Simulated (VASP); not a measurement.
Output of a VASP run:

File OSZICAR:
```
...
RMM:   2    -0.584005666443E+03   -0.52738E-02   -0.59465E-02   932   0.562E-01    0.126E-01
RMM:   3    -0.584005715569E+03   -0.49127E-04   -0.42009E-03   933   0.156E-01    0.835E-02
RMM:   4    -0.584005562581E+03    0.15299E-03   -0.97499E-04   933   0.649E-02    0.444E-02
RMM:   5    -0.584005562791E+03   -0.20981E-06   -0.19375E-04   952   0.284E-02    0.161E-02
RMM:   6    -0.584005564648E+03   -0.18565E-05   -0.41692E-05   668   0.118E-02
  10 F= -.58400556E+03 E0= -.58400556E+03  d E =-.596754E-02  mag=     1.0000
       N       E                     dE             d eps       ncg     rms          rms(c)
DAV:   1    -0.584005401814E+03    0.16098E-03   -0.33213E-01  1048   0.142E+00    0.985E-02
RMM:   2    -0.584006023478E+03   -0.62166E-03   -0.69985E-03   932   0.193E-01    0.440E-02
RMM:   3    -0.584006028092E+03   -0.46143E-05   -0.49223E-04   933   0.537E-02    0.291E-02
RMM:   4    -0.584006009142E+03    0.18950E-04   -0.11541E-04   907   0.224E-02    0.155E-02
RMM:   5    -0.584006008524E+03    0.61855E-06   -0.22568E-05   589   0.977E-03
  11 F= -.58400601E+03 E0= -.58400601E+03  d E =-.641142E-02  mag=     1.0000
       N       E                     dE             d eps       ncg     rms          rms(c)
DAV:   1    -0.584005697790E+03    0.31135E-03   -0.15330E+00   932   0.307E+00    0.210E-01
RMM:   2    -0.584008537952E+03   -0.28402E-02   -0.33723E-02   933   0.427E-01    0.960E-02
RMM:   3    -0.584008506595E+03    0.31357E-04   -0.23692E-03   933   0.119E-01    0.642E-02
RMM:   4    -0.584008398855E+03    0.10774E-03   -0.68141E-04   933   0.538E-02    0.276E-02
RMM:   5    -0.584008404538E+03   -0.56831E-05   -0.10896E-04   904   0.211E-02    0.130E-02
RMM:   6    -0.584008405286E+03   -0.74788E-06   -0.23663E-05   608   0.893E-03
  12 F= -.58400841E+03 E0= -.58400841E+03  d E =-.239676E-02  mag=     1.0000
       N       E                     dE             d eps       ncg     rms          rms(c)
DAV:   1    -0.584008404768E+03   -0.22997E-06   -0.41220E-03  1072   0.159E-01    0.125E-02
RMM:   2    -0.584008412077E+03   -0.73090E-05   -0.89539E-05   916   0.221E-02    0.539E-03
RMM:   3    -0.584008412095E+03   -0.18539E-07   -0.62241E-06   544   0.609E-03    0.346E-03
RMM:   4    -0.584008411922E+03    0.17365E-06   -0.13710E-06   542   0.249E-03
  13 F= -.58400841E+03 E0= -.58400841E+03  d E =-.240340E-02  mag=     1.0000
       N       E                     dE             d eps       ncg     rms          rms(c)
DAV:   1    -0.584008642531E+03   -0.23044E-03   -0.54693E-01   932   0.183E+00    0.121E-01
RMM:   2    -0.584009605404E+03   -0.96287E-03   -0.11329E-02   933   0.247E-01    0.539E-02
RMM:   3    -0.584009598917E+03    0.64870E-05   -0.80649E-04   933   0.692E-02    0.359E-02
RMM:   4    -0.584009563240E+03    0.35677E-04   -0.22140E-04   931   0.306E-02    0.156E-02
RMM:   5    -0.584009564868E+03   -0.16277E-05   -0.38628E-05   667   0.124E-02
  14 F= -.58400956E+03 E0= -.58400956E+03  d E =-.115295E-02  mag=     1.0000
       N       E                     dE             d eps       ncg     rms          rms(c)
DAV:   1    -0.584009548781E+03    0.14459E-04   -0.37898E-02  1064   0.481E-01    0.317E-02
RMM:   2    -0.584009617300E+03   -0.68519E-04   -0.80441E-04   932   0.660E-02    0.150E-02
RMM:   3    -0.584009617185E+03    0.11489E-06   -0.60618E-05   770   0.186E-02    0.104E-02
RMM:   4    -0.584009614424E+03    0.27613E-05   -0.16065E-05   554   0.830E-03
  15 F= -.58400961E+03 E0= -.58400961E+03  d E =-.120250E-02  mag=     1.0000
```

OUTCAR:
```
------------------------ aborting loop because EDIFF is reached ----------------------------------------
  FORCE on cell =-STRESS in cart. coord.  units (eV):
  Direction    XX          YY          ZZ          XY          YZ          ZX
  --------------------------------------------------------------------------------------
  Total       -3.3181605      1.0449697      0.5907138      0.0160218      0.0292268     -1.3893672
  in kB       -7.5949547      2.3918366      1.3520879      0.0366723      0.0668974     -3.1801299
  external PRESSURE =      -1.2836768 kB  Pullay stress =       0.0000000 kB
  volume of cell :      699.98
      direct lattice vectors                 reciprocal lattice vectors
     9.175847566 -4.806597533  0.000414141     0.054492942 -0.104023688 -0.045716763
     9.175847566  4.806597533  0.000414141     0.054492942  0.104023688 -0.045716763
     6.657642848  0.000000000  7.935700720    -0.000005688  0.000000000  0.126017588
 POSITION                                       TOTAL-FORCE (eV/Angst)
 -----------------------------------------------------------------------------------
     10.76981      0.00042      3.41613         0.025764      0.001018      0.007175
      4.40308      0.00140      1.39504         0.010770     -0.009060      0.005643
      1.85027      0.00066      0.58577         0.003002      0.003450     -0.011251
      8.14090      0.00062      2.58183         0.017566     -0.007793      0.003679
     13.99408      0.00928      7.35633         0.001949      0.003999     -0.019921
      7.72555     -0.00094      5.36859         0.015760     -0.022596      0.011506
      5.18604     -0.00838      4.55419         0.005262     -0.013722     -0.003414
     11.43635     -0.00294      6.56636        -0.008738     -0.011206     -0.019209
     15.25732      2.40388      3.37381        -0.003492     -0.007619      0.010198
      8.98754      2.41071      1.39404         0.010821      0.007783     -0.013140
      6.44157      2.40776      0.59594         0.017693     -0.003302     -0.004032
     12.70621      2.42853      2.56388        -0.006695     -0.002006      0.016570
     18.57717      2.40253      7.34648        -0.003983      0.000621     -0.013855
     12.32267      2.41023      5.38485        -0.002548     -0.002751     -0.016421
      9.75704      2.40857      4.55697         0.006150      0.008751      0.015455
     16.01782      2.40261      6.53835         0.003636     -0.001708      0.004046
     15.25246     -2.41051      3.38808         0.004671     -0.000893      0.006981
      8.98899     -2.40723      1.38857         0.011842      0.003754      0.011428
      6.44730     -2.39714      0.58078         0.002229      0.010402      0.005804
     12.70768     -2.42321      2.55764        -0.015932      0.016211      0.004141
     18.57638     -2.39905      7.34888        -0.001625      0.006858      0.001523
     12.33000     -2.42231      5.36256        -0.017640      0.009846     -0.006110
      9.75896     -2.41116      4.55153        -0.004982     -0.003188      0.007395
     16.01935     -2.40301      6.53510         0.003619     -0.001427      0.007599
     19.83479     -0.00088      3.38388        -0.000706     -0.005543      0.009184
     13.59155      0.01418      1.38447        -0.003519      0.001017      0.001553
     11.02061      0.00448      0.57625         0.001074      0.002395     -0.009964
     17.27758      0.00239      2.57022         0.003453      0.015165     -0.001527
     23.16233      0.00093      7.34862        -0.006155     -0.011251     -0.003643
     16.90907      0.00005      5.36373        -0.008056      0.018588      0.008114
     14.34573      0.00021      4.55069        -0.009215      0.019994      0.006781
     20.60151      0.00083      6.53644        -0.009039      0.000346     -0.012962
      4.79337     -0.92973      2.97100        -0.009964      0.015963     -0.005808
      5.17631      1.66525      1.75983         0.004235     -0.006246      0.007081
      7.70984      0.93661      0.99669         0.008818      0.006578      0.014965
      6.83971      0.72864      3.74337        -0.016012      0.009560      0.001970
      7.32883     -1.66280      2.19857         0.014583     -0.002879     -0.016219
      5.66459     -0.73277      0.22460        -0.004671      0.000031      0.001658
      8.11915     -0.92774      6.94567        -0.003610     -0.007624     -0.004791
      8.49709      1.66844      5.73139        -0.002239      0.003025     -0.001983
     11.03591      1.01184      5.08473        -0.002712      0.003731      0.019619
     10.17188      0.74405      7.72498         0.002248      0.003776      0.008019
     10.65640     -1.66249      6.17203         0.002839      0.002405      0.013798
      8.92264     -0.78834      4.20456         0.008428      0.019779      0.001173
      9.31228      1.52916      2.98277        -0.004978     -0.003929     -0.021977
      9.76618      4.07297      1.75565        -0.011443     -0.001778      0.012160
     12.31168      3.34335      0.98074         0.010655      0.002375     -0.006330
     11.42903      3.13696      3.73963        -0.007879      0.015059      0.000623
     11.98617      0.80347      2.09110         0.001323      0.004466     -0.007044
     10.24738      1.67346      0.21698        -0.007409      0.006427     -0.002600
     12.73230      1.48207      6.96266        -0.007340     -0.000482      0.018706
     13.09708      4.07103      5.72914        -0.001179      0.001343      0.008412
     15.60389      3.32276      4.96712         0.006733      0.004853     -0.007602
     14.76292      3.14696      7.71330        -0.001630      0.006863      0.005342
     15.24528      0.73547      6.17504        -0.008557     -0.004520     -0.013626
     13.57081      1.66425      4.18747         0.002719      0.006847     -0.003963
...
```
(Selected blocks of OUTCAR.)

POSCAR:
```
Al31GaO48
1
    9.1758475656    -4.8065975332     0.0004141407
    9.1758475656     4.8065975332     0.0004141407
    6.6576428475    -0.0000000000     7.9357007201
Ga Al O
1 31 48
Direct
  0.4275000000   0.4276880000   0.4234330000
  0.1760000000   0.1760000000   0.1760000000
  0.0740000000   0.0740000000   0.0740000000
  0.3216050000   0.3305500000   0.3205280000
  0.4260000000   0.4260000000   0.9260000000
  0.1760000000   0.1760000000   0.6760000000
  0.0740000000   0.0740000000   0.5740000000
  0.3240000000   0.3240000000   0.8240000000
  0.4260000000   0.9260000000   0.4260000000
  0.1760000000   0.6760000000   0.1760000000
  0.0740000000   0.5740000000   0.0740000000
  0.3240000000   0.8240000000   0.3240000000
  0.4260000000   0.9260000000   0.9260000000
  0.1760000000   0.6760000000   0.6760000000
  0.0792200000   0.5711240000   0.5765670000
  0.3240000000   0.8240000000   0.8240000000
  0.9260000000   0.4260000000   0.4260000000
  0.6760000000   0.1760000000   0.1760000000
  0.5740000000   0.0740000000   0.0740000000
  0.8240000000   0.3240000000   0.3240000000
  0.9260000000   0.4260000000   0.9260000000
  0.6760000000   0.1760000000   0.6760000000
  0.5714980000   0.0788980000   0.5690380000
  0.8240000000   0.3240000000   0.8240000000
  0.9260000000   0.9260000000   0.4260000000
  0.6760000000   0.6760000000   0.1760000000
  0.5777390000   0.5674180000   0.0777860000
  0.8240000000   0.8240000000   0.3240000000
  0.9260000000   0.9260000000   0.9260000000
  0.6760000000   0.6760000000   0.6760000000
  0.5740000000   0.5740000000   0.5740000000
  0.8240000000   0.8240000000   0.8240000000
  0.2220000000   0.0280000000   0.3750000000
  0.0280000000   0.3750000000   0.2220000000
  0.2780000000   0.4720000000   0.1250000000
  0.1250000000   0.2780000000   0.4720000000
  0.4720000000   0.1250000000   0.2780000000
  0.3750000000   0.2220000000   0.0280000000
  0.2220000000   0.0280000000   0.8750000000
  0.0280000000   0.3750000000   0.7220000000
  0.2782680000   0.4758550000   0.6265710000
  0.1250000000   0.2780000000   0.9720000000
  0.4720000000   0.1250000000   0.7780000000
  0.3732740000   0.2283130000   0.5285720000
  0.2255370000   0.5226650000   0.3754830000
  0.0280000000   0.8750000000   0.2220000000
  0.2780000000   0.9720000000   0.1250000000
  0.1250000000   0.7780000000   0.4720000000
  0.4672510000   0.6301970000   0.2760050000
  0.3750000000   0.7220000000   0.0280000000
  0.2220000000   0.5280000000   0.8750000000
  0.0280000000   0.8750000000   0.7220000000
  0.2780000000   0.9720000000   0.6250000000
  0.1250000000   0.7780000000   0.9720000000
  0.4720000000   0.6250000000   0.7780000000
  0.3750000000   0.7220000000   0.5280000000
  0.7220000000   0.0280000000   0.3750000000
  0.5325400000   0.3763690000   0.2188390000
  0.7780000000   0.4720000000   0.1250000000
  0.6241280000   0.2822160000   0.4678350000
  0.9720000000   0.1250000000   0.2780000000
  0.8750000000   0.2220000000   0.0280000000
  0.7220000000   0.0280000000   0.8750000000
  0.5280000000   0.3750000000   0.7220000000
  0.7780000000   0.4720000000   0.6250000000
  0.6250000000   0.2780000000   0.9720000000
  0.9720000000   0.1250000000   0.7780000000
  0.8750000000   0.2220000000   0.5280000000
  0.7220000000   0.5280000000   0.3750000000
  0.5280000000   0.8750000000   0.2220000000
  0.7780000000   0.9720000000   0.1250000000
  0.6250000000   0.7780000000   0.4720000000
  0.9720000000   0.6250000000   0.2780000000
  0.8750000000   0.7220000000   0.0280000000
  0.7220000000   0.5280000000   0.8750000000
  0.5280000000   0.8750000000   0.7220000000
  0.7780000000   0.9720000000   0.6250000000
  0.6250000000   0.7780000000   0.9720000000
  0.9720000000   0.6250000000   0.7780000000
  0.8750000000   0.7220000000   0.5280000000
```

Reconstruct the remaining input files.

Several could match; the one computed here: the input of the run itself, PBE GGA, plane waves, VASP's PBE PAW potentials (set 64).

### KPOINTS
```
Automatic
0
gamma
 1 1 1
0 0 0
```

INCAR:
```
SYSTEM = Al31GaO48
PREC = Normal
ENCUT = 400
EDIFF = 1E-5
NELM = 100
ALGO = Fast
LREAL = Auto
LASPH = .TRUE.
ISMEAR = 0
SIGMA = 0.05
GGA = PE
LMAXMIX = 4
LWAVE = .FALSE.
LCHARG = .FALSE.
NELMIN = 4
ISYM = 0
NELECT = 385.0
ISPIN = 2
NUPDOWN = 1
MAGMOM = 80*0.0125
LORBIT = 10
IBRION = 2
ISIF = 2
NSW = 60
EDIFFG = -0.03
```

POTCAR, in this order: Ga Al O (PBE.64 set). Program: vasp_gam.

At this cut-off the stress carries a Pulay error, which pulls relaxed volumes low. The cell is charged, with a uniform compensating background. The supercell is sampled at Γ alone, which is coarse: total energies, pressure and levels can be off, energies of defects by several tenths of an eV.

The cell is a supercell with a defect, built from Al2O3 (corundum): Ga_Al, charge -1.
